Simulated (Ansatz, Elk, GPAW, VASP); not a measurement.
# MnPt3 (Pm-3m, 4 atoms in the cell) computed with different codes at matched settings

Self-consistent single point.

```
MnPt3
1.0
    3.95750     0.00000     0.00000
    0.00000     3.95750     0.00000
    0.00000     0.00000     3.95750
Mn Pt
1 3
Direct
  0.00000   0.00000   0.00000
  0.00000   0.50000   0.50000
  0.50000   0.00000   0.50000
  0.50000   0.50000   0.00000
```
Moments meant for the start (each program seeds them in its own way; μB, in the order of the atoms Mn Pt Pt Pt): 4.0 0.0 0.0 0.0.

Shared settings, as Ansatz (an electronic-structure program) writes them: kpoints.mp_grid.grid = 9 9 9; scf.occupations.method = fermi_dirac; scf.occupations.width = 0.1 eV. Potentials and cutoffs stand in the table.

```json
[
 {"code": "GPAW", "model": "PBEsol, GPAW PAW datasets PBEsol (made by gpaw-setup)", "pressure (GPa)": "-13.09", "size of the net moment (μB/atom)": "1.06", "cutoff": "850 eV"},
 {"code": "Elk", "model": "PBEsol, all-electron FP-LAPW, Elk's shipped species files, APW+lo basis with extra local orbitals", "pressure (GPa)": "–", "size of the net moment (μB/atom)": "1.06", "cutoff": "rgkmax 8"},
 {"code": "VASP", "model": "PBEsol, VASP's PBE PAW potentials (set 64)", "pressure (GPa)": "-14.28", "size of the net moment (μB/atom)": "1.07", "cutoff": "300 eV"},
 {"code": "Ansatz", "model": "PBEsol, default PAW files made with PBE", "pressure (GPa)": "-13.51", "size of the net moment (μB/atom)": "1.07", "cutoff": "default"}
]
```

A dash marks a value that a program does not give, or that is left out as unsure.

On Ansatz's run: spin-orbit coupling is off. With one magnetic atom in the cell only a parallel order is possible.

The spread over the programs that give each value: pressure within 1.19 GPa; size of the net moment within 0.01 μB/atom.

Elk treats all electrons, but the usual bases taken here (sphere radii, linearisation, local orbitals, empty states) were not tested for convergence, so the values are no reference for the others. Ansatz's pressure is given at a fixed set of plane waves, as the other plane-wave codes print theirs; with its correction for the finite basis it is -13.45 GPa.

VASP's run is marked for a possible Pulay error in its stress at this cutoff; no cutoff test was made.

The starting cell comes from a database of computed structures (which also holds hypothetical and non-ambient phases and stackings), without a prior relaxation at this level. Its lattice was rescaled by a random factor within 2.5 % of one.

Left out of this page: FLEUR and SIESTA (not drawn, or without a comparable value).

Keys are those of Ansatz 0.2.
